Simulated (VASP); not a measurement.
Here is the system:

```yaml
crystal:
  lattice:
    - [3.39255, 0.00000, 0.00000]
    - [-1.69628, 2.93803, 0.00000]
    - [0.00000, 0.00000, 5.64214]
  atoms:
    - { symbol: Zn, position: [0.00000, 0.00000, 0.99630] }
    - { symbol: Cd, position: [0.66667, 0.33333, 0.48917] }
    - { symbol: O, position: [0.66667, 0.33333, 0.09791] }
    - { symbol: O, position: [0.00000, 0.00000, 0.65262] }
```

Computed with r2SCAN meta-GGA, VASP's PBE PAW potentials (set 64) (plane waves; VASP 6.6.1). Numerical set-up: 520 eV cut-off, 8×8×5 Γ-centred mesh, tetrahedra with Blöchl corrections, potentials Zn Cd O.

### Question
Give the energies of bands 7 to 20 at the high-symmetry points, in eV from the valence-band maximum.

### Answer

| band | Γ | M | K | A | L | H |
|---|---|---|---|---|---|---|
| 7 | -6.47 | -6.26 | -6.32 | -6.48 | -6.27 | -6.24 |
| 8 | -5.39 | -5.26 | -4.99 | -5.66 | -5.32 | -5.19 |
| 9 | -5.39 | -4.95 | -4.90 | -5.38 | -5.03 | -4.99 |
| 10 | -5.01 | -4.83 | -4.83 | -5.38 | -4.90 | -4.75 |
| 11 | -4.60 | -4.53 | -4.50 | -4.47 | -4.47 | -4.50 |
| 12 | -4.47 | -4.40 | -4.27 | -4.47 | -4.41 | -4.20 |
| 13 | -4.47 | -3.99 | -3.75 | -2.54 | -4.14 | -4.09 |
| 14 | -0.83 | -3.10 | -3.52 | -2.28 | -3.31 | -3.17 |
| 15 | -0.83 | -2.60 | -3.06 | -0.58 | -1.63 | -2.78 |
| 16 | -0.18 | -2.08 | -1.84 | -0.58 | -1.48 | -2.01 |
| 17 | 0.00 | -1.26 | -1.71 | -0.25 | -1.25 | -1.27 |
| 18 | 0.00 | -0.61 | -1.36 | -0.25 | -1.00 | -1.17 |
| 19 | 0.40 | 5.31 | 6.97 | 2.66 | 5.27 | 7.06 |
| 20 | 5.20 | 6.23 | 7.07 | 3.45 | 5.49 | 7.19 |

The gap is direct, 0.40 eV, from the valence maximum at Γ to the conduction minimum at Γ.

The structure comes from a computed database's ZnCdO2 entry (P3m1); how it stands against other phases isn't given here. It was relaxed first.
